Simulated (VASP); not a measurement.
A cell of MgI₂ (1T layered) near equilibrium:

```xyz
3
Lattice="2.0640 -3.5750 0.0000 2.0640 3.5750 0.0000 0.0000 0.0000 6.9999" Properties=species:S:1:pos:R:3 pbc="T T T"
Mg     0.0000     0.0000     6.9999
I      2.0640     1.1917     1.6678
I      2.0640    -1.1917     5.3321
```

Method: PBEsol GGA, VASP's PBE PAW potentials (set 64) (plane waves; VASP).

Without a dispersion term in the relaxation, distances and binding between the weakly bound layers, chains or molecules are unreliable, and so is what depends on them. Unless said otherwise, spin-orbit coupling is left out, though it shifts the bands of the heavy elements here.

```csv
run,ΔE (meV/atom),σxx,σyy,σzz,"largest shear component, with its sign (GPa)",largest force (eV/Å),gap (eV)
as it is,0.0,0.04,0.04,0.04,0.00,0.001,3.54
after one change,40.0,-2.78,-2.78,-2.58,0.00,0.504,3.27
```
Stress is in GPa, positive when the cell is compressed; gaps are those on the k-mesh, and 0.00 means metallic.

**Question.** What was changed between the two runs?
A. atom 1 (Mg) moved by 0.200 Å along y
B. isotropic strain of +4.0 %
C. shear strain γ_xy = -0.5 %

**Answer.** B, isotropic strain of +4.0 %

The compound is MgI2 in the 1T layered structure.
